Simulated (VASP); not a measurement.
OSZICAR of a VASP run on Ir (fcc):

OSZICAR:
```
       N       E                     dE             d eps       ncg     rms          rms(c)
DAV:   1     0.317406952692E+02    0.31741E+02   -0.38852E+03  2096   0.818E+02
DAV:   2    -0.995539336987E+01   -0.41696E+02   -0.39442E+02  1920   0.184E+02
DAV:   3    -0.104564634550E+02   -0.50107E+00   -0.50074E+00  2952   0.268E+01
DAV:   4    -0.104586743230E+02   -0.22109E-02   -0.22107E-02  2328   0.119E+00
DAV:   5    -0.104586924171E+02   -0.18094E-04   -0.18094E-04  2960   0.690E-02    0.159E+01
DAV:   6    -0.993092061794E+01    0.52777E+00   -0.11107E+00  2200   0.144E+01    0.633E+00
DAV:   7    -0.983259178573E+01    0.98329E-01   -0.34375E-01  2520   0.741E+00    0.152E+00
DAV:   8    -0.982779321461E+01    0.47986E-02   -0.15395E-03  2048   0.585E-01    0.866E-01
DAV:   9    -0.982517647638E+01    0.26167E-02   -0.16860E-03  2448   0.696E-01    0.200E-02
DAV:  10    -0.982517691836E+01   -0.44198E-06   -0.55450E-06  2616   0.283E-02    0.685E-03
DAV:  11    -0.982517811576E+01   -0.11974E-05   -0.74517E-07  2616   0.704E-03    0.674E-04
DAV:  12    -0.982517809749E+01    0.18268E-07   -0.80105E-09  2240   0.929E-04    0.198E-04
DAV:  13    -0.982517808300E+01    0.14492E-07   -0.49702E-10  1232   0.283E-04    0.335E-05
DAV:  14    -0.982517808303E+01   -0.30695E-10   -0.20185E-11  1144   0.432E-05
   1 F= -.98251781E+01 E0= -.98250588E+01  d E =-.982518E+01
```

Which electronic solver shows in the log?

It is blocked Davidson (ALGO = Normal, or the opening steps of other solvers). The INCAR had ALGO = Normal.

Can the final energy be trusted as converged?

The run converged. It stopped with EDIFF = 1E-8, NELM = 100, NSW = 30 and EDIFFG = -0.001 after 1 ionic step (PBEsol GGA, plane waves, VASP's PBE PAW potentials (set 64)).

The compound is Ir in the fcc structure. It was relaxed first. The start is the result of an earlier pass.
